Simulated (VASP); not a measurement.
```
CELL_PARAMETERS angstrom
      3.40224     0.00000     0.00000
     -1.70112     2.94642     0.00000
      0.00000     0.00000     5.97220
ATOMIC_POSITIONS crystal
  Y  0.00000 0.00000 0.00000
  Y  0.00000 0.00000 0.50000
  N  0.33333 0.66667 0.25000
  N  0.66667 0.33333 0.75000
```

Calculation: r2SCAN meta-GGA, VASP's PBE PAW potentials (set 64) (plane waves; VASP). Settings: 520 eV cut-off, 8×8×4 Γ-centred mesh, tetrahedra with Blöchl corrections, potentials Y_sv N.

Q: Give the energies of bands 11 to 19 at the high-symmetry points, in eV from the valence-band maximum.

A: 
```
band      Γ      M      K      A      L      H
----  -----  -----  -----  -----  -----  -----
11    -3.99  -4.11  -3.03  -2.57  -3.09  -3.05
12    -2.10  -2.97  -3.03  -2.57  -3.09  -3.05
13    -2.10  -2.33  -2.78  -1.26  -1.82  -1.97
14    -0.33  -1.57  -1.95  -1.26  -1.82  -1.97
15     0.00  -0.97  -1.95  -1.26  -1.45  -1.52
16     0.00  -0.41  -0.44  -1.26  -1.45  -1.52
17     0.68   0.85   3.71   3.67   2.62   3.97
18     3.74   3.56   4.30   3.67   2.62   3.97
19     3.74   5.87   4.30   4.63   6.61   5.55
```

The gap is direct, 0.68 eV, from the valence maximum at Γ to the conduction minimum at Γ.

The structure was generated: YN was put into the NiAs type (P6_3/mmc), which need not be its known phase. It was relaxed first, which changed the volume by -27 %.
